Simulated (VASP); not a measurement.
All values below come from PBEsol GGA, VASP's PBE PAW potentials (set 64) (plane waves; VASP 6.6.1).

VASP input:

File KPOINTS:
```
K-points
0
gamma
  11 11 7
```

File POSCAR:
```
PtSe2
1
    1.8780044069    -3.2527992986     0.0000000000
    1.8780044069     3.2527992986     0.0000000000
    0.0000000000     0.0000000000     4.8951426325
Pt Se
1 2
Direct
  0.0000000000   0.0000000000   0.0000000000
  0.3333330000   0.6666670000   0.2598331553
  0.6666670000   0.3333330000   0.7401668447
```

INCAR:
```
# general
SYSTEM  = PtSe2
PREC    = Accurate
ENCUT   = 400
LREAL   = .FALSE.
LASPH   = .TRUE.

# electronic loop
EDIFF   = 1E-7   # SCF stop (eV)
NELM    = 100   # most electronic steps
ALGO    = Normal   # blocked Davidson
LMAXMIX = 6

# smearing
ISMEAR  = -5   # tetrahedra, Bloechl

# functional
GGA     = PS   # PBEsol

# ions
ISIF    = 2   # forces and stress, cell fixed

# output
LWAVE   = .FALSE.
LCHARG  = .TRUE.
LORBIT  = 11   # lm-projected
NEDOS   = 601   # DOS grid
```

POTCAR, in this order: Pt Se (PBE.64 set). Program: vasp_std.

Question: What will the output report for the number of irreducible k-points (NKPTS), number of bands (NBANDS), largest plane-wave count, number of space-group operations, FFT grid (NGX, NGY, NGZ)?

Answer: 
```yaml
number of irreducible k-points (NKPTS): 94
number of bands (NBANDS): 15
largest_plane_wave_count: 1102
number_of_space_group_operations: 12
FFT grid (NGX, NGY, NGZ): 28 × 28 × 32
```

The compound is PtSe2 in the 1T layered structure. It was relaxed first.
